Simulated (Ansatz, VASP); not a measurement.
# Cross-check of C (Diamond) between VASP and Ansatz, part 2 of 2

One calculation is typed for both programs; each brings its own data sets. How far apart do they land? The structure shown comes from an earlier Ansatz run, which isn't shown and may have moved the atoms alone.

VASP 6.6.1 and Ansatz 0.2.0.

So far: Starting point; Ansatz: elastic constants, LDA.

## Step 3: VASP: elastic constants, LDA

Level of this step: LDA; plane waves and PAW (C) (VASP).

The same cell, functional (in two slightly different forms) and mesh now go to VASP, with its own data sets.

Lines of VASP's logs that name or quote its potential files are left out, and so is its time.

File INCAR:

```
SYSTEM = C
PREC = Accurate
ENCUT = 600
EDIFF = 1E-08
NELM = 120
ISMEAR = 0
SIGMA = 0.01
LREAL = .FALSE.
ALGO = Normal
GGA = CA
NBANDS = 10
LORBIT = 11
LWAVE = .FALSE.
LCHARG = .FALSE.
ISIF = 3
IBRION = 6
NFREE = 2
POTIM = 0.015
NSW = 1
LASPH = .TRUE.
GGA_COMPAT = .FALSE.
EFERMI = MIDGAP
```

File POSCAR:

```
C
1.0
    0.0000000000      1.7758200709      1.7758200709
    1.7758200709      0.0000000000      1.7758200709
    1.7758200709      1.7758200709      0.0000000000
C
2
Direct
    0.0000000000      0.0000000000      0.0000000000
    0.2500000000      0.2500000000      0.2500000000
```

File KPOINTS:

```
Automatic mesh
0
Gamma
6 6 6
0 0 0
```

The projector-augmented-wave data sets are C (LDA family, release 64).

Run with:

```console
$ mpirun -np 1 vasp_std
```

Numbers of over 12 decimals in the logs are rounded to 6 here.

The program printed:

```text
[banner, memory and clock lines left out]
running    1 mpi-ranks, on    1 nodes
 distrk:  each k-point on    1 cores,    1 groups
 distr:  one band on    1 cores,    1 groups

 POSCAR found type information on POSCAR C
 POSCAR found :  1 types and       2 ions
 LDA part: xc-table for (Slater(with rela. corr.)+CA(PZ))
 , standard interpolation
 POSCAR, INCAR and KPOINTS ok, starting setup
 FFT: planning ... GRIDC
 FFT: planning ... GRID_SOFT
 FFT: planning ... GRID
 WAVECAR not read
 entering main loop
       N       E                     dE             d eps       ncg     rms          rms(c)
DAV:   1     0.138557311723E+01    0.13856E+01   -0.52905E+03   320   0.880E+02
DAV:   2    -0.206446330027E+02   -0.22030E+02   -0.20990E+02   450   0.140E+02
DAV:   3    -0.210711511204E+02   -0.42652E+00   -0.42579E+00   370   0.160E+01
DAV:   4    -0.210719207066E+02   -0.76959E-03   -0.76954E-03   356   0.851E-01
DAV:   5    -0.210719219327E+02   -0.12262E-05   -0.12261E-05   364   0.328E-02    0.576E+00
DAV:   6    -0.204557173788E+02    0.61620E+00   -0.35118E-01   330   0.438E+00    0.334E+00
DAV:   7    -0.202405730561E+02    0.21514E+00   -0.41530E-01   344   0.477E+00    0.723E-01
DAV:   8    -0.202403369415E+02    0.23611E-03   -0.87074E-03   342   0.840E-01    0.267E-02
DAV:   9    -0.202403238867E+02    0.13055E-04   -0.35614E-05   348   0.509E-02    0.194E-02
DAV:  10    -0.202403253408E+02   -0.14541E-05   -0.19567E-06   352   0.126E-02    0.473E-03
DAV:  11    -0.202403252630E+02    0.77794E-07   -0.72746E-08   374   0.221E-03    0.773E-04
DAV:  12    -0.202403252518E+02    0.11239E-07   -0.16601E-09   188   0.404E-04    0.150E-04
DAV:  13    -0.202403252495E+02    0.22148E-08   -0.10509E-10   166   0.110E-04
   1 F= -.20240325E+02 E0= -.20240325E+02  d E =0.000000E+00
[... from here on, the cycles between the ionic steps are left out ...]
   2 F= -.20224947E+02 E0= -.20224947E+02  d E =0.000000E+00
   3 F= -.20238983E+02 E0= -.20238983E+02  d E =0.000000E+00
   4 F= -.20224947E+02 E0= -.20224947E+02  d E =0.000000E+00
   6 F= -.20224947E+02 E0= -.20224947E+02  d E =0.000000E+00
   7 F= -.20238983E+02 E0= -.20238983E+02  d E =0.000000E+00
   8 F= -.20235810E+02 E0= -.20235810E+02  d E =0.000000E+00
   9 F= -.20235810E+02 E0= -.20235810E+02  d E =0.000000E+00
  10 F= -.20235810E+02 E0= -.20235810E+02  d E =0.000000E+00
  11 F= -.20235810E+02 E0= -.20235810E+02  d E =0.000000E+00
  12 F= -.20235810E+02 E0= -.20235810E+02  d E =0.000000E+00
  13 F= -.20235810E+02 E0= -.20235810E+02  d E =0.000000E+00
  14 F= -.20236081E+02 E0= -.20236081E+02  d E =0.000000E+00
 Finite differences progress:
  Degree of freedom:   7/  7
  Displacement:        1/  2
  Total:              13/ 14
 bond charge predicted
       N       E                     dE             d eps       ncg     rms          rms(c)
DAV:   1    -0.202369521262E+02   -0.87136E-03   -0.14441E+00   930   0.930E+00    0.260E-01
DAV:   2    -0.202366135567E+02    0.33857E-03   -0.77522E-03  1052   0.838E-01    0.152E-01
DAV:   3    -0.202360882390E+02    0.52532E-03   -0.12011E-03  1030   0.270E-01    0.171E-02
DAV:   4    -0.202360844990E+02    0.37400E-05   -0.53341E-05  1008   0.691E-02    0.104E-02
DAV:   5    -0.202360807403E+02    0.37587E-05   -0.91268E-06  1028   0.214E-02    0.829E-04
DAV:   6    -0.202360807734E+02   -0.33059E-07   -0.42830E-07  1010   0.572E-03    0.464E-04
DAV:   7    -0.202360807703E+02    0.30673E-08   -0.66780E-09   654   0.618E-04
  15 F= -.20236081E+02 E0= -.20236081E+02  d E =0.000000E+00
 Finite differences progress:
  Degree of freedom:   7/  7
  Displacement:        2/  2
  Total:              14/ 14
```

OUTCAR, selected parts (step 3):

```text
ion  position               nearest neighbor table
   1  0.000  0.000  0.000-   2 1.54   2 1.54   2 1.54   2 1.54
   2  0.250  0.250  0.250-   1 1.54   1 1.54   1 1.54   1 1.54

  LATTYP: Found a face centered cubic cell.
 ALAT       =     3.5516401418

 Subroutine GETGRP returns: Found 48 space group operations
 (whereof 24 operations were pure point group operations)

The static configuration has the point symmetry T_d .
 The point group associated with its full space group is O_h .

 Found     16 irreducible k-points:

   k-points           NKPTS =     16   k-points in BZ     NKDIM =     16   number of bands    NBANDS=     10

   dimension x,y,z NGX =    20 NGY =   20 NGZ =   20
   dimension x,y,z NGXF=    40 NGYF=   40 NGZF=   40

   ENCUT  =  600.0 eV  44.10 Ry    6.64 a.u.   5.02  5.02  5.02*2*pi/ulx,y,z

   NELECT =       8.0000    total number of electrons

 k-points in reciprocal lattice and weights: Automatic mesh
   0.00000000  0.00000000  0.00000000       0.005
   0.16666667  0.00000000  0.00000000       0.037
   0.33333333  0.00000000  0.00000000       0.037
   0.50000000  0.00000000  0.00000000       0.019
   0.16666667  0.16666667  0.00000000       0.028
   0.33333333  0.16666667  0.00000000       0.111
   0.50000000  0.16666667  0.00000000       0.111
  -0.33333333  0.16666667  0.00000000       0.111
  -0.16666667  0.16666667  0.00000000       0.056
[...]
-0.33333333  0.33333333  0.16666667       0.111
  -0.33333333  0.50000000  0.16666667       0.056

 average (electrostatic) potential at core
       1 -49.3187       2 -49.3187

 E-fermi :  12.1026

 k-point     1 :       0.0000    0.0000    0.0000
  band No.  band energies     occupation
      1     -11.5777      2.00000
      2       9.6805      2.00000
      3       9.9156      2.00000
      4      10.1443      2.00000
      5      15.2866      0.00000
      6      15.4860      0.00000
      7      15.6964      0.00000
      8      23.7588      0.00000
      9      29.0801      0.00000
    ...

 k-point     2 :       0.1667    0.0000    0.0000
  band No.  band energies     occupation
      1     -10.8047      2.00000
      2       6.2270      2.00000
      3       8.6986      2.00000
      4       8.9678      2.00000
      5      16.7004      0.00000
      6      17.0111      0.00000
      7      17.3445      0.00000
      8      24.2047      0.00000
      9      30.0669      0.00000
    ...

 k-point     3 :       0.3333    0.0000    0.0000
  band No.  band energies     occupation
      1      -8.5330      2.00000
      2       0.5637      2.00000
      3       7.4250      2.00000
      4       7.6743      2.00000
      5      17.9495      0.00000
      6      18.3494      0.00000
      7      18.7391      0.00000
      8      25.0678      0.00000
      9      30.8314      0.00000
    ...

  Total       -0.4723288     -0.4681962     -0.4681962      0.0000000     -0.0498215      0.0000000
  in kB      -67.5659862    -66.9748285    -66.9748285      0.0000000     -7.1269041      0.0000000
  external PRESSURE =     -67.1718811 kB  Pullay stress =       0.0000000 kB

  energy-cutoff  :      600.00
  volume of cell :       11.20
      direct lattice vectors                 reciprocal lattice vectors
     0.000000000  1.775820071  1.775820071    -0.281560057  0.281560057  0.281560057
     1.775820071  0.000000000  1.775820071     0.281560057 -0.281560057  0.281560057
     1.775820071  1.775820071  0.000000000     0.281560057  0.281560057 -0.281560057

 POSITION                                       TOTAL-FORCE (eV/Angst)
 -----------------------------------------------------------------------------------
     -0.01500      0.00000      0.00000         0.565788     -0.000000     -0.000000
      0.88791      0.88791      0.88791        -0.565788      0.000000      0.000000
 -----------------------------------------------------------------------------------
    total drift:                                0.000014     -0.000000     -0.000000

  FREE ENERGIE OF THE ION-ELECTRON SYSTEM (eV)
  ---------------------------------------------------
  free  energy   TOTEN  =       -20.2360807703 eV

  energy  without entropy=      -20.2360807703  energy(sigma->0) =      -20.23608077

  SYMMETRIZED ELASTIC MODULI (kBar)
 Direction    XX          YY          ZZ          XY          YZ          ZX
 --------------------------------------------------------------------------------
 XX       10695.5424   1357.8416   1357.8416     -0.0000     -0.0000      0.0000
 YY        1357.8416  10695.5424   1357.8416     -0.0000     -0.0000      0.0000
 ZZ        1357.8416   1357.8416  10695.5424      0.0000     -0.0000      0.0000
 XY          -0.0000     -0.0000      0.0000   5742.0975      0.0000      0.0000
 YZ          -0.0000     -0.0000     -0.0000      0.0000   5742.0975      0.0000
 ZX           0.0000      0.0000      0.0000      0.0000      0.0000   5742.0975
 --------------------------------------------------------------------------------

 Eigenvectors and eigenvalues of the dynamical matrix
 ----------------------------------------------------

   1 f  =   39.179710 THz   246.173376 2PiTHz 1306.894441 cm-1   162.034187 meV
             X         Y         Z           dx          dy          dz
      0.000000  0.000000  0.000000     0.000000   -0.707107    0.000000
      0.887910  0.887910  0.887910     0.000000    0.707107    0.000000

   2 f  =   39.179710 THz   246.173376 2PiTHz 1306.894441 cm-1   162.034187 meV
             X         Y         Z           dx          dy          dz
      0.000000  0.000000  0.000000    -0.707107    0.000000    0.000000
      0.887910  0.887910  0.887910     0.707107    0.000000    0.000000

   3 f  =   39.179710 THz   246.173376 2PiTHz 1306.894441 cm-1   162.034187 meV
             X         Y         Z           dx          dy          dz
      0.000000  0.000000  0.000000     0.000000    0.000000   -0.707107
      0.887910  0.887910  0.887910     0.000000    0.000000    0.707107

   4 f  =    0.000000 THz     0.000000 2PiTHz    0.000000 cm-1     0.000000 meV
             X         Y         Z           dx          dy          dz
      0.000000  0.000000  0.000000     0.707107    0.000000    0.000000
      0.887910  0.887910  0.887910     0.707107    0.000000    0.000000

   5 f  =    0.000000 THz     0.000000 2PiTHz    0.000000 cm-1     0.000000 meV
             X         Y         Z           dx          dy          dz
      0.000000  0.000000  0.000000     0.000000    0.707107    0.000000
      0.887910  0.887910  0.887910     0.000000    0.707107    0.000000

   6 f  =    0.000000 THz     0.000000 2PiTHz    0.000000 cm-1     0.000000 meV
             X         Y         Z           dx          dy          dz
      0.000000  0.000000  0.000000     0.000000    0.000000    0.707107
      0.887910  0.887910  0.887910     0.000000    0.000000    0.707107

 ELASTIC MODULI CONTR FROM IONIC RELAXATION (kBar)
 Direction    XX          YY          ZZ          XY          YZ          ZX
 --------------------------------------------------------------------------------
 XX          -0.0000      0.0000      0.0000      0.0000     -0.0000      0.0000
 YY           0.0000     -0.0000      0.0000      0.0000      0.0000     -0.0000
 ZZ           0.0000      0.0000     -0.0000     -0.0000      0.0000      0.0000
 XY           0.0000      0.0000     -0.0000    -41.8751      0.0000      0.0000
 YZ          -0.0000      0.0000      0.0000      0.0000    -41.8751      0.0000
 ZX           0.0000     -0.0000      0.0000      0.0000      0.0000    -41.8751
 --------------------------------------------------------------------------------

 TOTAL ELASTIC MODULI (kBar)
 Direction    XX          YY          ZZ          XY          YZ          ZX
 --------------------------------------------------------------------------------
 XX       10695.5424   1357.8416   1357.8416     -0.0000     -0.0000      0.0000
 YY        1357.8416  10695.5424   1357.8416     -0.0000     -0.0000     -0.0000
 ZZ        1357.8416   1357.8416  10695.5424      0.0000     -0.0000      0.0000
 XY          -0.0000     -0.0000      0.0000   5700.2224      0.0000      0.0000
 YZ          -0.0000     -0.0000     -0.0000      0.0000   5700.2224      0.0000
 ZX           0.0000     -0.0000      0.0000      0.0000      0.0000   5700.2224
 --------------------------------------------------------------------------------

 total charge
# of ion       s       p       d       tot
------------------------------------------
    1        0.818   1.769   0.000   2.587
    2        0.818   1.769   0.000   2.587
--------------------------------------------------
tot          1.636   3.538   0.000   5.174

[... 3 further parts left out ...]
```

Levels, forces or a CONTCAR printed for this step are those of its last displaced cell, not of the structure at rest.

## Step 4: Side by side

Known differences besides the potentials themselves: the two LDA forms differ slightly; fixed occupations in Ansatz, narrow Gaussian smearing in VASP; the cutoff is 260 eV in Ansatz and 600 eV in VASP; VASP's log shows a relativistic correction to its local exchange, Ansatz's none; VASP takes each elastic constant from one size of strain, Ansatz from those that its log lists; Ansatz's log warns that its cutoff lies below the recommended one. Total energies have different zeros and are not compared.

The two programs side by side:

```
 quantity  Ansatz    VASP  difference
C11 (GPa)  1320.2  1069.5    +23.43 %
C22 (GPa)  1320.2  1069.5    +23.43 %
C33 (GPa)  1320.2  1069.5    +23.43 %
C12 (GPa)   163.2   135.8    +20.23 %
C13 (GPa)   163.2   135.8    +20.23 %
C23 (GPa)   163.2   135.8    +20.23 %
C44 (GPa)   580.0   570.0     +1.75 %
C55 (GPa)   580.0   570.0     +1.75 %
C66 (GPa)   580.0   570.0     +1.75 %
```

## Step 5: Results

```json
{
 "difference in C11 (elastic constants, LDA)": "23 %"
}
```

What this shows: The difference in C11 is 23 % (elastic constants, LDA), beyond the 5 % picked in this series as the mark of a large difference. Ansatz's own log doubts the convergence of its elastic constants, LDA run, which may account for the difference. Such differences can come from data sets, numerical settings and the points named under the comparisons, not from the functional's error against experiment.

[Lines on the potential files, build, host, timing and source positions are cut from VASP's logs without a mark.]

[Logs are printed without paths, hosts, clocks, repeated set-up lines and the standing remarks that a program may print on its own settings, such as how far it seeks lower states.]

[Hosts, paths, dates, database ids (printed as entryN), source tags and the programs' standing remarks are cut or masked in the printed files.]
